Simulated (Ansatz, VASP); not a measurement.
This is a calculation of Al3Pd for VASP 6.6.1.

Contents of INCAR:

```
SYSTEM = Al3Pd
  ALGO = Normal
  EDIFF = 1E-7
  ENCUT = 520
  GGA = PS
  ISIF = 2
  ISMEAR = -1
  LASPH = .TRUE.
  LCHARG = .FALSE.
  LREAL = .FALSE.
  LWAVE = .FALSE.
  NBANDS = 18
  NELM = 100
  PREC = Accurate
  SIGMA = 0.05
```

KPOINTS

```
k-points
0
G
  7 7 7
  0 0 0
```

File POSCAR:

```
Al3Pd
1.0
    3.9730492386      0.0000000000      0.0000000000
    0.0000000000      3.9730492386      0.0000000000
    0.0000000000      0.0000000000      3.9730492386
Pd Al
1 3
Direct
    0.0000000000      0.0000000000      0.0000000000
    0.5000000000      0.5000000000      0.0000000000
    0.5000000000      0.0000000000      0.5000000000
    0.0000000000      0.5000000000      0.5000000000
```

Potentials or basis: VASP PAW PBE potentials, release 64 (Pd, Al).

The run is started by

```console
$ cat potpaw_PBE.64/Pd/POTCAR potpaw_PBE.64/Al/POTCAR > POTCAR
$ mpirun -np 1 vasp_std > vasp.out
```

Set up the same calculation for Ansatz 0.2.0. Potentials there: Ansatz PAW.

As run (the cutoff follows the program's own potentials):

Contents of input.yaml:

```yaml
crystal:
  lattice:
    - [3.9730492386, 0.0, 0.0]
    - [0.0, 3.9730492386, 0.0]
    - [0.0, 0.0, 3.9730492386]
  atoms:
    - { symbol: Pd, position: [0.0, 0.0, 0.0] }
    - { symbol: Al, position: [0.5, 0.5, 0.0] }
    - { symbol: Al, position: [0.5, 0.0, 0.5] }
    - { symbol: Al, position: [0.0, 0.5, 0.5] }
hamiltonian:
  xc: pbesol
  pseudopotentials: { kind: paw }
kpoints:
  mp_grid: { grid: [7, 7, 7] }
scf:
  occupations: { method: fermi_dirac, width: 0.05 }
output:
  forces: true
  stress: true
  eigenvalues: true
```

Potentials or basis: Ansatz PAW.

Command:

```bash
$ ansatz run input.yaml --threads 1 --pin off --max-ram 3584MiB --backend cpu --events-out ev --progress --plain --runs-dir out
```

Both were run:

|  | VASP | Ansatz | Ansatz less VASP |
| --- | --- | --- | --- |
| gap on the k mesh at the Fermi level (eV) | none | none | - |
| pressure (GPa) | -3.9 | -3.9 | -0.04 |

A gap of «none» marks a metal or a gap that the smearing closes. The two sets of potentials don't hold the same shells in valence.

Caveats: the PAW data sets were made with another functional, which shifts forces and pressure a little (VASP); the PAW data sets come from PBE, with cores solved anew for the run's functional, which leaves a small shift of forces and pressure (Ansatz).
